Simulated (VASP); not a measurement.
Given:

```
CELL_PARAMETERS angstrom
      7.14656     0.00000     0.00000
      0.00000     7.14656     0.00000
      0.00000     0.00000     7.14656
ATOMIC_POSITIONS crystal
  C  0.50000 0.00000 0.00000
  C  0.62355 0.12328 0.13196
  C  0.74871 0.25381 0.00365
  C  0.87234 0.37285 0.12292
  C  0.74503 0.00663 0.25574
  C  0.87584 0.12239 0.38044
  C  0.00000 0.00000 0.00000
  C  0.12500 0.12500 0.12500
  C  0.25000 0.25000 0.00000
  C  0.36878 0.37051 0.13097
  C  0.50614 0.50300 0.00326
  C  0.62446 0.63105 0.12369
  C  0.75000 0.75000 0.00000
  C  0.87500 0.87500 0.12500
  C  0.25000 0.00000 0.25000
  C  0.37895 0.12816 0.36974
  C  0.50584 0.24843 0.24713
  C  0.75164 0.49955 0.24657
  C  0.87975 0.62050 0.37117
  C  0.50224 0.99971 0.49402
  C  0.61994 0.11957 0.62469
  C  0.75057 0.25642 0.50118
  C  0.87537 0.38092 0.63088
  C  0.75000 0.00000 0.75000
  C  0.87500 0.12500 0.87500
  C  0.00000 0.50000 0.00000
  C  0.12500 0.62500 0.12500
  C  0.25000 0.75000 0.00000
  C  0.37500 0.87500 0.12500
  C  0.00000 0.25000 0.25000
  C  0.12500 0.37500 0.37500
  C  0.25144 0.49896 0.25054
  C  0.37481 0.62500 0.38085
  C  0.49668 0.74369 0.24948
  C  0.62500 0.87500 0.37500
  C  0.00000 0.00000 0.50000
  C  0.12500 0.12500 0.62500
  C  0.25130 0.24833 0.50194
  C  0.37503 0.36925 0.62216
  C  0.62624 0.61822 0.62318
  C  0.74358 0.74477 0.49550
  C  0.87500 0.87500 0.62500
  C  0.25000 0.00000 0.75000
  C  0.37500 0.12500 0.87500
  C  0.49941 0.25564 0.75133
  C  0.62500 0.37500 0.87500
  C  0.74745 0.49881 0.75194
  C  0.87500 0.62500 0.87500
  C  0.00000 0.75000 0.25000
  C  0.12500 0.87500 0.37500
  C  0.00000 0.50000 0.50000
  C  0.12500 0.62500 0.62500
  C  0.25000 0.75000 0.50000
  C  0.37500 0.87500 0.62500
  C  0.00000 0.25000 0.75000
  C  0.12500 0.37500 0.87500
  C  0.25000 0.50000 0.75000
  C  0.37500 0.62500 0.87500
  C  0.50000 0.75000 0.75000
  C  0.62500 0.87500 0.87500
  C  0.00000 0.75000 0.75000
  C  0.12500 0.87500 0.87500
  Sn 0.50460 0.49545 0.50567
```
Cell charge -1.

Computed with PBE GGA, VASP's PBE PAW potentials (set 64) (plane waves; VASP). Run with PREC = Normal, LREAL = Auto, ISYM = 0, NELECT = 253.0, EDIFF = 1E-5, 400 eV cut-off, 1×1×1 Γ-centred mesh, Gaussian smearing of 0.050 eV, potentials C Sn. Starting moments (MAGMOM): 63*0.0159. The cell's moment is fixed (NUPDOWN = 1).

The cell is charged, with a uniform compensating background. The supercell is sampled at Γ alone, which is coarse: total energies, pressure and levels can be off, energies of defects by several tenths of an eV.

**Question.** The ions are relaxed. What does this cell relax into?

**Answer.** 
```
CELL_PARAMETERS angstrom
      7.14656     0.00000     0.00000
      0.00000     7.14656     0.00000
      0.00000     0.00000     7.14656
ATOMIC_POSITIONS crystal
  C  0.49866 0.99983 0.00037
  C  0.62006 0.12729 0.12785
  C  0.74700 0.25274 0.00401
  C  0.87248 0.37966 0.12784
  C  0.74698 0.00344 0.25336
  C  0.87249 0.12727 0.38028
  C  0.99822 0.00153 0.00212
  C  0.12111 0.12657 0.12712
  C  0.24504 0.25017 0.99900
  C  0.36767 0.37318 0.12103
  C  0.49931 0.50043 0.00020
  C  0.62658 0.63206 0.12104
  C  0.74957 0.75471 0.99901
  C  0.87316 0.87864 0.12715
  C  0.24505 0.99845 0.25074
  C  0.36770 0.12049 0.37373
  C  0.47939 0.23847 0.23898
  C  0.76131 0.52033 0.23897
  C  0.87926 0.63205 0.37375
  C  0.49933 0.99966 0.50101
  C  0.62662 0.12046 0.63266
  C  0.76132 0.23845 0.52094
  C  0.87930 0.37315 0.63266
  C  0.74959 0.99842 0.75527
  C  0.87321 0.12654 0.87922
  C  0.99994 0.50109 0.00038
  C  0.12170 0.62634 0.12237
  C  0.24983 0.74991 0.99838
  C  0.37340 0.87804 0.12237
  C  0.99633 0.25276 0.25334
  C  0.12280 0.37611 0.37663
  C  0.24365 0.50337 0.24500
  C  0.36171 0.63803 0.35665
  C  0.49639 0.75610 0.24500
  C  0.62366 0.87697 0.37665
  C  0.99994 0.99982 0.50165
  C  0.12172 0.12183 0.62691
  C  0.24367 0.24446 0.50388
  C  0.36169 0.35607 0.63865
  C  0.64369 0.63805 0.63864
  C  0.75529 0.75609 0.50391
  C  0.87793 0.87804 0.62692
  C  0.24986 0.99784 0.75046
  C  0.37342 0.12183 0.87859
  C  0.49643 0.24445 0.75666
  C  0.62369 0.37609 0.87753
  C  0.75532 0.50335 0.75667
  C  0.87794 0.62634 0.87861
  C  0.00129 0.75470 0.25075
  C  0.12304 0.87670 0.37607
  C  0.00011 0.50043 0.50102
  C  0.12670 0.62368 0.62424
  C  0.25052 0.74924 0.49730
  C  0.37607 0.87308 0.62424
  C  0.00133 0.25017 0.75528
  C  0.12306 0.37547 0.87728
  C  0.25053 0.49676 0.74980
  C  0.37606 0.62369 0.87364
  C  0.50299 0.74924 0.74981
  C  0.62428 0.87669 0.87728
  C  0.00195 0.74991 0.75047
  C  0.12484 0.87493 0.87548
  Sn 0.56151 0.43821 0.43882
```
Cell charge -1. The cell ends with 1.00 μB, on the first 30 sites 0.01 0.00 0.00 0.00 0.00 0.00 0.00 0.00 0.01 0.00 0.00 0.00 0.01 0.00 0.01 0.00 0.08 0.08 0.00 0.00 0.00 0.08 0.00 0.01 0.00 0.01 0.01 0.00 0.01 0.00 μB.

**Question.** How much energy does the relaxation gain?

**Answer.** The energy (σ→0) changes by -347.3 meV/atom, in 23 ionic steps.

The cell is a supercell with a defect, built from C (diamond): Sn_C-vac_C, charge -1.
